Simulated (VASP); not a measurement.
Here is the system:

```
CELL_PARAMETERS angstrom
      3.54072     0.00000     0.00000
      0.00000     3.54072     0.00000
      0.00000     0.00000     3.54072
ATOMIC_POSITIONS crystal
  Si 0.00000 0.00000 0.00000
  Ni 0.00000 0.50000 0.50000
  Ni 0.50000 0.00000 0.50000
  Ni 0.50000 0.50000 0.00000
```

Computed with PBE GGA, VASP's PBE PAW potentials (set 64) (plane waves; VASP). Numerical set-up: 520 eV cut-off, 9×9×9 Γ-centred mesh, first-order Methfessel-Paxton smearing of 0.10 eV, potentials Si Ni.

Task: Give the stress tensor in GPa (positive for a compressed cell).

Result: 
```
-5.79   0.00   0.00
 0.00  -5.79   0.00
 0.00   0.00  -5.79
```
The pressure is its mean diagonal, -5.79 GPa.

The compound is Ni3Si in the L1_2 structure. This cell is one point of a volume scan, at 1.03 of the reference volume. The run is not spin-polarised, so no magnetic state was tried.
